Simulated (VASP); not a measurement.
Output of a VASP run:

### OSZICAR
```
       N       E                     dE             d eps       ncg     rms          rms(c)
DAV:   1     0.160369115902E+02    0.16037E+02   -0.36958E+03  4095   0.715E+02
DAV:   2    -0.362686803045E+01   -0.19664E+02   -0.19660E+02  4207   0.140E+02
DAV:   3    -0.401919734045E+01   -0.39233E+00   -0.39233E+00  5439   0.275E+01
DAV:   4    -0.402277931266E+01   -0.35820E-02   -0.35819E-02  4963   0.223E+00
DAV:   5    -0.402282995638E+01   -0.50644E-04   -0.50638E-04  5369   0.226E-01    0.196E-01
DAV:   6    -0.336441115517E+01    0.65842E+00   -0.13316E-01  4032   0.746E+00    0.330E-01
DAV:   7    -0.352622361256E+01   -0.16181E+00   -0.13601E-01  4186   0.386E+00    0.257E-01
DAV:   8    -0.348581303910E+01    0.40411E-01   -0.20231E-02  4088   0.232E+00    0.587E-02
DAV:   9    -0.357021571921E+01   -0.84403E-01   -0.31671E-02  4144   0.193E+00    0.105E-01
DAV:  10    -0.357015290342E+01    0.62816E-04   -0.24665E-04  4991   0.196E-01    0.106E-01
DAV:  11    -0.357012155270E+01    0.31351E-04   -0.16920E-06  4536   0.181E-02    0.106E-01
DAV:  12    -0.356317947167E+01    0.69421E-02   -0.84050E-03  4116   0.186E+00    0.880E-02
DAV:  13    -0.355356601947E+01    0.96135E-02   -0.51396E-03  4032   0.511E-01    0.868E-02
DAV:  14    -0.355404868301E+01   -0.48266E-03   -0.10500E-03  4039   0.437E-01    0.587E-02
DAV:  15    -0.355383025013E+01    0.21843E-03   -0.77896E-05  4109   0.941E-02    0.601E-02
DAV:  16    -0.355235613743E+01    0.14741E-02   -0.32948E-04  4032   0.205E-01    0.472E-02
DAV:  17    -0.355175117427E+01    0.60496E-03   -0.42550E-04  4032   0.241E-01    0.401E-02
DAV:  18    -0.355204178387E+01   -0.29061E-03   -0.44800E-05  4683   0.114E-01    0.303E-02
DAV:  19    -0.355239394032E+01   -0.35216E-03   -0.61189E-05  4067   0.975E-02    0.228E-02
DAV:  20    -0.355249572554E+01   -0.10179E-03   -0.54280E-06  4151   0.233E-02    0.206E-02
DAV:  21    -0.355270515387E+01   -0.20943E-03   -0.97835E-06  4116   0.275E-02    0.161E-02
DAV:  22    -0.355295875498E+01   -0.25360E-03   -0.10337E-05  4088   0.300E-02    0.105E-02
DAV:  23    -0.355312654176E+01   -0.16779E-03   -0.59166E-06  4123   0.204E-02    0.661E-03
DAV:  24    -0.355318197256E+01   -0.55431E-04   -0.97846E-07  4263   0.732E-03    0.521E-03
DAV:  25    -0.355329228415E+01   -0.11031E-03   -0.28945E-06  4074   0.153E-02    0.245E-03
DAV:  26    -0.355335461099E+01   -0.62327E-04   -0.90037E-07  4333   0.718E-03    0.977E-04
DAV:  27    -0.355337697069E+01   -0.22360E-04   -0.15262E-07  4214   0.363E-03    0.571E-04
DAV:  28    -0.355338592250E+01   -0.89518E-05   -0.30175E-08  4032   0.159E-03    0.448E-04
DAV:  29    -0.355338774081E+01   -0.18183E-05   -0.27519E-08  4088   0.282E-03    0.106E-04
DAV:  30    -0.355338747677E+01    0.26404E-06   -0.28396E-09  2044   0.715E-04    0.593E-05
DAV:  31    -0.355338705573E+01    0.42104E-06   -0.78777E-10  2016   0.380E-04    0.381E-05
DAV:  32    -0.355338619445E+01    0.86128E-06   -0.57312E-10  2016   0.212E-04    0.101E-05
DAV:  33    -0.355338589458E+01    0.29988E-06   -0.10125E-10  2016   0.107E-04    0.315E-06
DAV:  34    -0.355338593125E+01   -0.36671E-07   -0.29033E-11  2016   0.666E-05
   1 F= -.35533859E+01 E0= -.35533859E+01  d E =0.000000E+00
       N       E                     dE             ncg
```

OUTCAR:
```
------------------------ aborting loop because EDIFF is reached ----------------------------------------
  FORCE on cell =-STRESS in cart. coord.  units (eV):
  Direction    XX          YY          ZZ          XY          YZ          ZX
  --------------------------------------------------------------------------------------
  Total        0.0062834      0.0062834     -0.0070647      0.0000000      0.0000000      0.0000000
  in kB        0.2711753      0.2711753     -0.3048914      0.0000000      0.0000000      0.0000000
  external PRESSURE =       0.0791530 kB  Pullay stress =       0.0000000 kB
  volume of cell :       37.12
      direct lattice vectors                 reciprocal lattice vectors
    -1.881025001  1.881025001  2.623052830     0.000000000  0.265812522  0.190617587
     1.881025001 -1.881025001  2.623052830     0.265812522  0.000000000  0.190617587
     1.881025001  1.881025001 -2.623052830     0.265812522  0.265812522  0.000000000
 POSITION                                       TOTAL-FORCE (eV/Angst)
 -----------------------------------------------------------------------------------
      0.00000      0.00000      0.00000         0.000000     -0.000000      0.000000
 -----------------------------------------------------------------------------------
    total drift:                               -0.000000      0.000000      0.000000
  FREE ENERGIE OF THE ION-ELECTRON SYSTEM (eV)
  ---------------------------------------------------
  free  energy   TOTEN  =        -3.5533859312 eV

  energy  without entropy=       -3.5533859312  energy(sigma->0) =       -3.55338593

 total charge

# of ion       s       p       d       tot
------------------------------------------
    1        0.086   5.969   0.000   6.056
```
(Selected blocks of OUTCAR.)

File POSCAR:
```
Na
1
   -1.8810250008     1.8810250008     2.6230528301
    1.8810250008    -1.8810250008     2.6230528301
    1.8810250008     1.8810250008    -2.6230528301
Na
1
Direct
  0.0000000000   0.0000000000   0.0000000000
```

Problem. Reconstruct the remaining input files.

Solution. This is not unique; one that fits is the input of the run itself, r2SCAN meta-GGA, plane waves, VASP's PBE PAW potentials (set 64).

**INCAR**
```
ENCUT = 400
ISMEAR = -5   # tetrahedra, Bloechl
LREAL = .FALSE.
ISIF = 2   # forces and stress, cell fixed
LCHARG = .FALSE.
LMIXTAU = .TRUE.
LWAVE = .FALSE.
LASPH = .TRUE.
NEDOS = 601   # DOS grid
ALGO = Normal
PREC = Accurate
LORBIT = 11   # lm-projected
NELM = 100
METAGGA = R2SCAN
SYSTEM = Na
EDIFF = 1E-7   # SCF stop (eV)
```

KPOINTS_OPT:
```
k-points along high-symmetry lines
6
Line-mode
Reciprocal
  0.000000   0.000000   0.000000 ! GAMMA
  0.000000   0.000000   0.500000 ! X

  0.000000   0.000000   0.500000 ! X
  0.250000   0.250000   0.250000 ! P

  0.250000   0.250000   0.250000 ! P
  0.000000   0.500000   0.000000 ! N

  0.000000   0.500000   0.000000 ! N
  0.000000   0.000000   0.000000 ! GAMMA

  0.000000   0.000000   0.000000 ! GAMMA
  0.500000   0.500000  -0.500000 ! M

  0.500000   0.500000  -0.500000 ! M
  0.378164   0.621836  -0.378164 ! S

 -0.378164   0.378164   0.378164 ! S_0
  0.000000   0.000000   0.000000 ! GAMMA

  0.000000   0.000000   0.500000 ! X
 -0.256328   0.256328   0.500000 ! R

  0.500000   0.500000  -0.256328 ! G
  0.500000   0.500000  -0.500000 ! M
```

**KPOINTS**
```
Automatic mesh
0
Gamma
15 15 15
0 0 0
```

POTCAR, in this order: Na_pv (PBE.64 set). Program: vasp_std.

For a metal the tetrahedron method with Blöchl corrections gives inexact stress and forces.

The structure comes from a computed database's Na entry (I4/mmm); how it stands against other phases isn't given here. It was relaxed first.
